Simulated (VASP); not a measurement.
Given:

```
CELL_PARAMETERS angstrom
      2.01999     1.16624     9.59837
     -2.01999     1.16624     9.59837
      0.00000    -2.33248     9.59837
ATOMIC_POSITIONS crystal
  As 0.39633 0.39633 0.39633
  As 0.60367 0.60367 0.60367
  Te 0.00000 0.00000 0.00000
  Te 0.21471 0.21471 0.21471
  Te 0.78529 0.78529 0.78529
```

Level of theory: PBEsol GGA, VASP's PBE PAW potentials (set 64) (plane waves; VASP 6.6.1). Numerical set-up: 400 eV cut-off, Gaussian smearing of 0.050 eV, potentials As Te.

Unless said otherwise, spin-orbit coupling is left out, though it shifts the bands of the heavy elements here.

Q: Give the energies of bands 6 to 17 at the high-symmetry points, in eV from the valence-band maximum.

A: 
```tsv
band	Γ	T	H2	L	S0	F
6	-2.48	-3.26	-5.62	-6.25	-5.64	-5.88
7	-2.15	-2.19	-5.13	-4.07	-5.20	-5.05
8	-2.15	-2.19	-5.12	-3.93	-5.07	-4.52
9	-2.13	-1.87	-4.54	-3.88	-4.56	-4.02
10	-1.98	-1.87	-3.99	-3.60	-3.63	-3.01
11	-1.98	-1.49	-3.19	-3.35	-3.54	-2.18
12	-0.80	-1.03	-2.08	-2.68	-1.89	-2.14
13	-0.80	-1.03	-1.00	-0.91	-1.38	-1.49
14	0.00	-0.43	-0.77	-0.60	-0.60	-1.10
15	0.30	0.85	1.11	0.38	0.83	0.41
16	0.34	0.85	1.15	0.81	1.91	1.37
17	0.34	0.87	2.50	2.77	1.99	1.86
```

The gap is indirect, 0.22 eV, from the valence maximum at Γ to the conduction minimum at Γ-S0 at 0.36.

The structure was generated: Te3As2 was put into the Bi2Te3 type (R-3m), which need not be its known phase. It was relaxed first, which changed the volume by +14 %.
